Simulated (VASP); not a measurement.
# YTe: single point with LDA

Crystal: YTe.

```xyz
2
Lattice="0.0000 3.0142 3.0142 3.0142 0.0000 3.0142 3.0142 3.0142 0.0000" Properties=species:S:1:pos:R:3 pbc="T T T"
Y     3.0142    3.0142    3.0142
Te    0.0000    0.0000    0.0000
```

The cell isn't the ideal one: relaxed again under DFT LDA, scalar-relativistic, plane waves, PAW.

```yaml
Program: VASP 6.6.1
Task: single point
Functional: LDA
Potentials_or_basis: VASP PAW LDA potentials, release 64 (Y_sv, Te)
Cutoff: 520 eV
k_mesh: 12 × 12 × 12
Occupations: gaussian, width 0.1 eV
Spin: no spin polarisation
```

The pressure is 0.1 GPa and the band gap on the k mesh is none (metal or under the smearing width).

Levels at points of the mesh, in eV from the Fermi level:
| k point | band 7 | band 8 | band 9 | band 10 | band 11 | band 12 |
| --- | --- | --- | --- | --- | --- | --- |
| (0.00, 0.00, 0.00) | -2.14 | -2.14 | -0.32 | -0.32 | -0.32 | 0.33 |
| (0.50, 0.00, 0.00) | -4.23 | -4.23 | 1.67 | 1.79 | 1.79 | 1.97 |
| (0.50, 0.50, 0.00) | -3.30 | -3.30 | -2.02 | 1.29 | 1.58 | 2.61 |

Wall time 90 s on 1 thread of Intel(R) Xeon(R) Platinum 8375C CPU @ 2.90GHz (Ice Lake) (shared host), peak memory 0.22 GiB.

The run has no spin-orbit coupling, so splittings on Te are missing.
